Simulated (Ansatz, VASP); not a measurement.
## Two plane-wave programs on Si3Br

```
CELL_PARAMETERS angstrom
4.24942 0.00000 0.00000
0.00000 4.24942 0.00000
0.00000 0.00000 4.24942
ATOMIC_POSITIONS crystal
Si 0.00000 0.50000 0.50000
Si 0.50000 0.00000 0.50000
Si 0.50000 0.50000 0.00000
Br 0.00000 0.00000 0.00000
```

Change from the starting cell: species swapped into the ZnAg3 type (Pm-3m, No. 221).

Alike in both runs: task relaxation of cell and atoms; functional PBE; k mesh 12 × 12 × 12; occupations gaussian, width 0.1 eV; no spin polarisation.

|  | VASP | Ansatz |
| --- | --- | --- |
| version | VASP 6.6.1 | Ansatz 0.2.0 |
| potentials or method | VASP PAW PBE potentials, release 64 (Si, Br) | scalar-relativistic, plane waves, PAW |
| plane-wave cutoff (eV) | 600 | 420 |
| valence electrons in the cell | 19 | 19 |

|  | VASP | Ansatz | Ansatz less VASP |
| --- | --- | --- | --- |
| gap on the k mesh at the Fermi level, each at its own relaxed structure (eV) | none | none | - |
| relaxed volume (Å³/atom) | 18.82 | 18.80 | -0.019 |
| relaxed cell length with the largest relative difference (Å) | 4.222 | 4.221 | -0.0014 |
| energy change over the relaxation (meV/atom) | -1 | -1 | -0.1 |

A gap of «none» marks a metal or a gap that the smearing closes.

Caveats: an odd number of electrons without spin polarisation forces a metal; a magnetic or distorted state may lie lower.
